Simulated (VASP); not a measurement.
A VASP calculation is set up with these files.

POSCAR:
```
ZnSiP2
1
   -2.6806219510     2.6806219510     5.2149728911
    2.6806219510    -2.6806219510     5.2149728911
    2.6806219510     2.6806219510    -5.2149728911
Zn Si P
2 2 4
Direct
  1.0000000000   1.0000000000   1.0000000000
  0.7500000000   0.2500000000   0.5000000000
  0.5000000000   0.5000000000   1.0000000000
  0.2500000000   0.7500000000   0.5000000000
  0.8750000000   0.8599581875   0.4849581875
  0.1400418125   0.6250000000   0.0150418125
  0.3750000000   0.3900418125   0.5150418125
  0.6099581875   0.1250000000   0.9849581875
```

INCAR:
```
# general
SYSTEM =ZnSiP2
PREC   =Accurate
ENCUT  =500
LREAL  =.False.
LASPH  =.True.

# electronic loop
EDIFF  =1E-6
NELM   =100
ALGO   =Normal
LMAXMIX=4

# smearing
ISMEAR =0
SIGMA  =0.05

# functional
GGA    =PS

# ions
IBRION =2
NSW    =40
ISIF   =3
EDIFFG =-0.02

# output
LWAVE  =.False.
LCHARG =.False.
```

**KPOINTS**
```
Automatic mesh
0
Gamma
6 6 6
0 0 0
```

POTCAR, in this order: Zn Si P (PBE.64 set). Program: vasp_std.

Write an equivalent input for Quantum ESPRESSO's pw.x.

One equivalent input (not run):
```
&CONTROL
  calculation = 'vc-relax'
  pseudo_dir = './pseudo'
  outdir = './out'
  tprnfor = .true.
  tstress = .true.
  nstep = 40
  forc_conv_thr = 0.00078
/
&SYSTEM
  ibrav = 0
  nat = 8
  ntyp = 3
  ecutwfc = 84
  occupations = 'smearing'
  smearing = 'gaussian'
  degauss = 0.003675
  input_dft = 'pbesol'
/
&ELECTRONS
  conv_thr = 7.3e-08
  electron_maxstep = 100
/
&IONS
/
&CELL
/
ATOMIC_SPECIES
  Zn 65.380 Zn.upf
  Si 28.085 Si.upf
  P 30.974 P.upf
CELL_PARAMETERS angstrom
    -2.6806220    2.6806220    5.2149729
     2.6806220   -2.6806220    5.2149729
     2.6806220    2.6806220   -5.2149729
ATOMIC_POSITIONS crystal
  Zn   1.0000000  1.0000000  1.0000000
  Zn   0.7500000  0.2500000  0.5000000
  Si   0.5000000  0.5000000  1.0000000
  Si   0.2500000  0.7500000  0.5000000
  P    0.8750000  0.8599582  0.4849582
  P    0.1400418  0.6250000  0.0150418
  P    0.3750000  0.3900418  0.5150418
  P    0.6099582  0.1250000  0.9849582
K_POINTS automatic
  6 6 6 0 0 0
```
Limits of the translation: the potentials are each code's own (VASP's PAW set, PseudoDojo norm-conserving files in pw.x), so ENCUT and ecutwfc are chosen apart and not converted; conv_thr bounds pw.x's estimated SCF error, while EDIFF bounds the energy change between steps; forc_conv_thr acts on force components and is met together with etot_conv_thr.

The compound is ZnSiP2 in the chalcopyrite structure. It was relaxed first.
